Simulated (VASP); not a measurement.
Input:

```yaml
crystal:
  lattice:
    - [2.84990, 0.00000, 0.00000]
    - [-1.42495, 2.46809, 0.00000]
    - [0.00000, 0.00000, 4.54395]
  atoms:
    - { symbol: Ti, position: [0.33333, 0.66667, 0.25000] }
    - { symbol: Ti, position: [0.66667, 0.33333, 0.75000] }
```

Calculation: LDA (Ceperley-Alder, Perdew-Zunger), VASP's LDA PAW potentials (set 64) (plane waves; VASP 6.6.1). Run with 400 eV cut-off, Gaussian smearing of 0.050 eV, potentials Ti_sv.

Q: Give the energies of bands 9 to 15 at the high-symmetry points, in eV from the Fermi level.

A: 
```csv
band,Γ,M,K,A,L,H
9,-6.30,-2.44,-1.96,-4.36,-2.79,-1.36
10,-2.90,-2.44,-1.42,-4.36,-2.79,-1.36
11,0.77,-2.11,-1.42,0.03,-0.97,-1.23
12,0.77,-0.45,-1.34,0.03,-0.97,-1.23
13,0.86,0.46,0.19,0.68,1.62,-0.16
14,1.04,0.64,0.19,0.68,1.62,-0.16
15,1.32,1.24,1.58,0.68,1.85,1.75
```

It has no gap at this level: it comes out as a metal or semimetal.

The structure comes from a computed database's Ti entry (P6_3/mmc); how it stands against other phases isn't given here. It was relaxed first, which changed the volume by -8 %.
